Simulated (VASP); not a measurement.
Input of a VASP 6.6.1 run:

The input INCAR:

```
PREC = Accurate
ENCUT = 700
EDIFF = 1E-6
ISMEAR = 0
SIGMA = 0.1
LREAL = F
LASPH = T
NELM = 80
ALGO = Fast
ISIF = 2
LWAVE = F
LCHARG = T
GGA = PS
LELF = T
LVHAR = T
```

File KPOINTS:

```
Automatic mesh
0
Gamma
  20 20 20
```

POSCAR

```
Cu
1.0
    0.0000000000      1.7851100000      1.7851100000
    1.7851100000      0.0000000000      1.7851100000
    1.7851100000      1.7851100000      0.0000000000
Cu
1
Direct
    0.0000000000      0.0000000000      0.0000000000
```

Potentials or basis: VASP PAW PBE potentials, release 64 (Cu).

Run with:

```sh
$ cat potpaw_PBE.64/Cu/POTCAR > POTCAR
$ mpirun -np 1 vasp_std > vasp.out
```

Q: Estimate the pressure.

A: 0.2 GPa.

Q: Estimate the band gap on the k mesh.

A: None (metal or under the smearing width).

Caveat: the PAW data sets were made with another functional, which shifts forces and pressure a little.
